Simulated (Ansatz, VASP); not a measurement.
## GaH2N (H-GaN-H chair bilayer, AA) in two plane-wave programs

Aim: how closely do two programs agree when they are given the same cell, functional and k mesh? The structure shown is the start of the Ansatz relaxation below; VASP solves that cell, so the two are compared at the walk's first step.

Method: plane waves, with VASP 6.6.1 beside it; single point at LDA, in Ansatz 0.2.0.

**1. The structure**

The cell holds 8 atoms: 4 H, 2 N and 2 Ga. Its edges and angles: a = 3.184 Å, b = 3.185 Å, c = 48.387 Å, α = 90.0°, β = 90.0°, γ = 120.0°. Vacuum lies along c.

**2. Ansatz: relaxation, LDA**

Ansatz runs on its default PAW (the set named soft_2) files.

The two programs are compared at the cell with which this relaxation starts, whose forces are those of its first step.

input.yaml

```yaml
crystal:
  lattice:
    - [3.1845, 0.0, 0.0]
    - [-1.59225, 2.7578578984, 0.0]
    - [0.0, 0.0, 48.3866666667]
  atoms:
    - { symbol: H, position: [0.6666666667, 0.3333333333, 0.4102369799] }
    - { symbol: "N", position: [0.6666666667, 0.3333333333, 0.4313171673] }
    - { symbol: Ga, position: [0.3333333333, 0.6666666667, 0.444612841] }
    - { symbol: H, position: [0.3333333333, 0.6666666667, 0.4762331221] }
    - { symbol: H, position: [0.6666666667, 0.3333333333, 0.5237668779] }
    - { symbol: "N", position: [0.6666666667, 0.3333333333, 0.5448470653] }
    - { symbol: Ga, position: [0.3333333333, 0.6666666667, 0.558142739] }
    - { symbol: H, position: [0.3333333333, 0.6666666667, 0.5897630201] }
  periodic: [true, true, false]
kpoints:
  mp_grid: { grid: [12, 12, 1] }
hamiltonian:
  xc: lda
scf:
  occupations: { method: fermi_dirac, width: 0.05 }
  convergence: { dr2_threshold: 1.0e-09 }
relax:
  f_tol: 0.004
  max_steps: 90
  cell: {}
output:
  write_potential: true
  write_density: true
  volumetric_format: npy
```

Command:

```console
$ ansatz run input.yaml --threads 4 --pin off --max-ram 6144MiB --backend cpu --events-out ev --progress --plain --runs-dir out
```

Numbers of over 12 decimals in the logs are rounded to 6 here.

The program printed:

```text
Warning: relax.cell: scf.convergence.dr2_threshold = 1e-9 eV is looser than the 2.29100643825e-10 eV advised for a relaxation that steers and ends on the stress (1e-10 eV for each atom of the cell: 8, times the square of relax.cell.stress_2d_tol = 0.05 N/m over 18.7 Å (the atoms' height at the walk's start and 5 Å past either face), 2.676e-2 GPa, over a crystal's default 0.05). What an SCF threshold leaves in a stress goes as its square root, and in the free energy as the threshold itself, and one threshold admits the most on a small cell: [figures from the program's tests cut] Set scf.convergence.dr2_threshold to 2.29100643825e-10 eV or tighter. [rest of the remark cut]
Engine: ansatz 0.2.0, x86_64-unknown-linux-gnu
Pseudopotentials: kind: paw
Pseudopotential: H, paw, valence charge 1, recommended cutoff 420 eV (normal), H.paw.azcp
Pseudopotential: N, paw, valence charge 5, recommended cutoff 420 eV (normal), N.paw.azcp
Pseudopotential: Ga, paw, valence charge 13, recommended cutoff 420 eV (normal), Ga.paw.azcp
Functional definition: SPW92
  exchange = slater_x
  correlation = pw_c
Crystal: 8 atoms, lattice volume = 424.951 Å³
Basis set: ecut = 420 eV, 8381 PW (Γ)
Bands: 28, of which v1, the nominal top of the filled ones, is band 20 counted from 1 (19 counted from 0)
Symmetry: 6 space group operations
Space group: P3m1 (ITA 156), of the structure as read, at distance tolerance 7.5e-5 Å
k-points: 19 of 144 (time reversal used)
Non-local potential: H, projectors of the file, l = 0: 2, l = 1: 1
Non-local potential: N, projectors of the file, l = 0: 2, l = 1: 2, l = 2: 1
Non-local potential: Ga, projectors of the file, l = 0: 2, l = 1: 2, l = 2: 3, l = 3: 1
PAW form: soft (Blöchl's): semilocal exchange-correlation on the pseudo side does not see the compensation charge
PAW frozen core: N, regenerated for the run's functional, and the local potential with it (the file was generated under x = pbe(κ = 0.804, μ = 0.219515), c = pbe(β = 0.066725))
PAW frozen core: Ga, regenerated for the run's functional, and the local potential with it (the file was generated under x = pbe(κ = 0.804, μ = 0.219515), c = pbe(β = 0.066725))
PAW one-centre angular grid: H, 110 points (default); XC on 64 Gauss nodes
PAW one-centre angular grid: N, 110 points (default); XC on 64 Gauss nodes
PAW one-centre angular grid: Ga, 590 points (default); XC on 64 Gauss nodes
Initial density: superposition of atomic densities (neutral atoms: chi_scale 0, normalization atom), corrected by the library's trained network
Initial wavefunctions: pseudopotential atomic-orbital guess
Functional: x = slater, c = lda
SCF iter   1: F=—  HF=-8226.176983 eV  |F-HF|=—  |Δ(HF+E_count)|=         —  Δρ=5.27e-3  dr2=2.49e-1  ethr=1.77e-3  ⟨swp⟩=12.1  Hψ=3749  notcnv=0  defer=17
preconditioner: auto → Resta (q_TF=auto, 1.840 Å⁻¹)  ε∞=1.5  [insulator: Δε(μ)=1.626 eV  Ē_g=15.549 eV  σ=0.050 eV  W_gap=1.00  n_scr=28 (ndim 8)  ℏωp=11.4 eV  f_vac=0.773  D(μ)=0.00/eV (n_scr^D=0)  ε∞_Penn≈1.5  vacuum switching on, ρ_ref=1.8e-2 e/Å³]
SCF iter   2: F=—  HF=-8226.119281 eV  |F-HF|=—  |Δ(HF+E_count)|=   5.77e-2  Δρ=3.79e-3  dr2=8.00e-1  ethr=6.22e-4  ⟨swp⟩=3.8  Hψ=1001  notcnv=0  defer=45  recentre
preconditioner: auto → LDOS  [metal: Δε(μ)=0.048 eV  Ē_g=14.702 eV  σ=0.050 eV  W_gap=0.23  n_scr=28 (ndim 8)  ℏωp=11.4 eV  f_vac=0.774  D(μ)=1.54/eV (n_scr^D=12)  β→1.0]
SCF iter   3: F=—  HF=-8226.130308 eV  |F-HF|=—  |Δ(HF+E_count)|=   1.10e-2  Δρ=2.86e-3  dr2=1.28e-1  ethr=6.22e-4  ⟨swp⟩=3.5  Hψ=909  notcnv=0  defer=43
SCF iter   4: F=—  HF=-8226.099156 eV  |F-HF|=—  |Δ(HF+E_count)|=   3.12e-2  Δρ=1.47e-3  dr2=6.49e-2  ethr=3.20e-4  ⟨swp⟩=3.8  Hψ=959  notcnv=0  defer=38
SCF iter   5: F=—  HF=-8226.089738 eV  |F-HF|=—  |Δ(HF+E_count)|=   9.42e-3  Δρ=5.28e-4  dr2=2.55e-2  ethr=1.62e-4  ⟨swp⟩=2.5  Hψ=666  notcnv=0  defer=38
SCF iter   6: F=—  HF=-8226.087299 eV  |F-HF|=—  |Δ(HF+E_count)|=   2.44e-3  Δρ=2.77e-4  dr2=1.44e-3  ethr=6.38e-5  ⟨swp⟩=3.0  Hψ=858  notcnv=0  defer=39
SCF iter   7: F=—  HF=-8226.087382 eV  |F-HF|=—  |Δ(HF+E_count)|=   8.33e-5  Δρ=2.22e-4  dr2=2.96e-3  ethr=3.61e-6  ⟨swp⟩=3.2  Hψ=893  notcnv=0  defer=39
SCF iter   8: F=—  HF=-8226.087186 eV  |F-HF|=—  |Δ(HF+E_count)|=   1.96e-4  Δρ=8.94e-5  dr2=4.67e-5  ethr=3.61e-6  ⟨swp⟩=1.9  Hψ=565  notcnv=0  defer=39
[...]
SCF iter   5: F=—  HF=-8226.209070 eV  |F-HF|=—  |Δ(HF+E_count)|=   3.22e-9  Δρ=6.70e-7  dr2=1.18e-8  ethr=1.31e-10  ⟨swp⟩=2.2  Hψ=910  notcnv=0
SCF iter   6: F=—  HF=-8226.209070 eV  |F-HF|=—  |Δ(HF+E_count)|=   1.39e-9  Δρ=3.09e-7  dr2=2.90e-9  ethr=2.95e-11  ⟨swp⟩=2.3  Hψ=875  notcnv=0
SCF iter   7: F=-8226.209070 eV  HF=-8226.209070 eV  |F-HF|=6.37e-11  |Δ(HF+E_count)|=  5.57e-10  Δρ=1.47e-7  dr2=3.35e-10  ethr=2.50e-12  ⟨swp⟩=9.4  Hψ=3372  notcnv=0
SCF 10 converged in 7 iterations: F = -8226.209070 eV  dr2 = 3.35e-10
relax step  10: F+E_penalty+E_count = -8226.20907025 eV  Δ(F+E_penalty+E_count) = -1.636e-4 eV  max|allowed force component| = 2.303e-3 eV/Å  Δτ_max = 0.0004 Å  P = -0.024 N/m  Ω = 413.768 Å³  energy of the carried Pulay correction = +1.461e-4 eV  fix = [c, alpha, beta]  reactions: c -0.000 N/m  (7 SCF iters, accepted)
iter 1 solved again at ethr=7.08e-7 eV; its pass at ethr=3.10e-3 eV (dr2=2.83e-4 eV) is discarded
SCF iter   1: F=—  HF=-8226.208922 eV  |F-HF|=—  |Δ(HF+E_count)|=         —  Δρ=2.16e-6  dr2=1.04e-8  ethr=7.08e-7  ⟨swp⟩=5.1  Hψ=5889  notcnv=0
eigensolver tolerance schedule: the retry pair's looser diagonalisation over-reported the residual by 27116.89 of it (diagonalisation noise at an unbounded share of the residual, at the tolerance the schedule requests for it); recorded, not acted on — ethr = c·dr2/N_el stays at c = 1.0e-1
preconditioner: auto → LDOS  [metal: Δε(μ)=0.094 eV  Ē_g=14.899 eV  σ=0.050 eV  W_gap=0.40  n_scr=28 (ndim 8)  ℏωp=11.5 eV  f_vac=0.790  D(μ)=0.21/eV (n_scr^D=4)  β→1.0]
SCF iter   2: F=—  HF=-8226.208926 eV  |F-HF|=—  |Δ(HF+E_count)|=   4.34e-6  Δρ=2.41e-6  dr2=2.64e-8  ethr=2.61e-11  ⟨swp⟩=5.8  Hψ=1891  notcnv=0
SCF iter   3: F=—  HF=-8226.208926 eV  |F-HF|=—  |Δ(HF+E_count)|=   1.07e-8  Δρ=9.54e-7  dr2=2.07e-9  ethr=2.61e-11  ⟨swp⟩=2.0  Hψ=913  notcnv=0
SCF iter   4: F=-8226.208926 eV  HF=-8226.208926 eV  |F-HF|=9.48e-10  |Δ(HF+E_count)|=  3.84e-10  Δρ=5.29e-7  dr2=8.33e-10  ethr=2.50e-12  ⟨swp⟩=16.1  Hψ=4235  notcnv=0
SCF 11 converged in 4 iterations: F = -8226.208926 eV  dr2 = 8.33e-10
relax step  11: F+E_penalty+E_count = -8226.20892640 eV  Δ(F+E_penalty+E_count) = +1.439e-4 eV  max|allowed force component| = 2.357e-3 eV/Å  Δτ_max = 0.0000 Å  P = -0.025 N/m  Ω = 413.768 Å³  fix = [c, alpha, beta]  reactions: c -0.000 N/m  stress off target by 2.53e-2 N/m on what of the cell is left free  SCF on the basis re-selected at this cell (its energy is not comparable with the rows above)  (4 SCF iters)
basis re-selected at this cell: Δ(F+E_penalty+E_count) = +1.439e-4 eV, ΔP = -0.001 N/m vs the last step (what re-selecting the basis moved, of the pressure what is left beyond the Pulay correction that the steps carried, after the strain that the cell walked since its last selection, with what the two solves' SCF thresholds leave and, on support functions, any second-order correction that the steps lacked; it is no m [...]
WARN: The output density's exchange-correlation potential varies sharply where the density is thin. Do not read a vacuum level from v_tot or v_xc, or from such a field of the output density. On a cell that repeats whose density bears no net charge and no dipole along the vacuum's axis use v_es (v_loc + v_h of the components); under efield.dipole_correction with no amplitude use v_es + v_field, which holds any externa [...]
SCF converged after 4 iterations
Free energy (F): -8226.208926 eV
Harris-Foulkes:  -8226.208926 eV  (|F-HF|=9.48e-10)
Internal energy: -8226.207037 eV  (E = F + TS)
E sigma→0 (E₀):  -8226.207982 eV
Entropy (-TS):   -0.001890 eV (-0.236 meV/atom)
Fermi energy:    -4.486985 eV
--- Per-component energies (eV) ---
  E_band       = -597.373591
  E_kinetic    = 548.246587
  E_local      = -162681.102511  (includes V_loc(G=0)·N_el)
  E_nonlocal   = 957.827646
  E_hartree    = 80883.922492
  E_xc         = -289.976332
  E_vxc        = -313.018961  (∫ρ·V_xc dr)
  E_paw        = -4068.087720  (= ΣΔE_a)
  E_vpaw       = -877.162978  (= ΣTr[D̂ρ^β])
  E_aug_tail   = -0.004645  (compensation charges beyond the density's cutoff)
  E_ewald      = 76419.350398
  E_core_change = 3.617048  (= ΣΔE_core)
  E_smearing   = -0.001890  (= −TS)
  E_closure    = 0.000000  (closes the sum)
  Σ components = -8226.208926   (vs F -8226.208926, Δ=0.00e0)
--- Forces (eV/Å), atoms counted from 1 ---
  atom   1  H      0.00000000    -0.00000000    -0.00051792
  atom   2  N     -0.00000000     0.00000000     0.00237446
  atom   3  Ga     0.00000000    -0.00000000    -0.00200245
  atom   4  H      0.00000000     0.00000000     0.00000347
  atom   5  H      0.00000000    -0.00000000    -0.00011483
  atom   6  N     -0.00000000     0.00000000     0.00158720
  atom   7  Ga     0.00000000    -0.00000000    -0.00032584
  atom   8  H      0.00000000     0.00000000    -0.00086357
  max |Σ_I F_I| component: 1.41e-4 eV/Å
--- 2D stress c σ (N/m, compression-positive) ---
       -0.025289      -0.000000      -0.000000
        0.000000      -0.025289      -0.000000
       -0.000000      -0.000000      -0.000000
  P = ½ c Tr σ = -0.0253 N/m
--- Band table (eV; the first three rows and the last of 19) ---
  k-point 0: bands = [... 16 lower, -7.4724, -6.1610, -4.5663, -4.5663, -4.4723, -3.1603, -2.7613, -2.2605, ... 4 higher]
  k-point 1: bands = [... 16 lower, -7.5747, -6.1228, -5.0176, -4.6688, -4.2647, -2.9860, -2.5751, -2.0559, ... 4 higher]
  k-point 2: bands = [... 16 lower, -7.8429, -6.2718, -5.7430, -4.9371, -3.8279, -2.5360, -2.1012, -1.5220, ... 4 higher]
  k-point 18: bands = [... 16 lower, -9.1714, -8.1272, -7.9833, -4.9729, -1.2197, -0.2736, 0.9867, 1.4943, ... 4 higher]
  the weakly bound empty levels are not read free of the cell's end (no_gap_told)
--- Relaxed structure (9 steps of the walk, 8 accepted, 2 SCFs on fresh bases) ---
  F+E_penalty+E_count = -8226.20892640 eV   max|allowed force component| = 2.357e-3 eV/Å   (the final SCF, on the basis selected at the relaxed cell)
  cell:  # Å, volume = 413.7677 Å³
    - [3.142318, -1.5610456138838036e-18, 0]
    - [-1.571159, 2.721327, 0]
    - [0, 0, 48.3866666667]
  atoms:
    - { symbol: H, position: [0.666667, 0.333333, 0.418107] }
    - { symbol: N, position: [0.666667, 0.333333, 0.439334] }
    - { symbol: Ga, position: [0.333333, 0.666667, 0.454041] }
    - { symbol: H, position: [0.333333, 0.666667, 0.486005] }
    - { symbol: H, position: [0.666667, 0.333333, 0.514113] }
    - { symbol: N, position: [0.666667, 0.333333, 0.535367] }
    - { symbol: Ga, position: [0.333333, 0.666667, 0.550074] }
    - { symbol: H, position: [0.333333, 0.666667, 0.581878] }
```

(Part 1 of 2 ends here.)

[Lines on the potential files, build, host, timing and source positions are cut from VASP's logs without a mark.]

[Logs are printed without paths, hosts, clocks, repeated set-up lines and the standing remarks that a program may print on its own settings, such as how far it seeks lower states.]

[Hosts, paths, dates, database ids (printed as entryN), source tags and the programs' standing remarks are cut or masked in the printed files.]
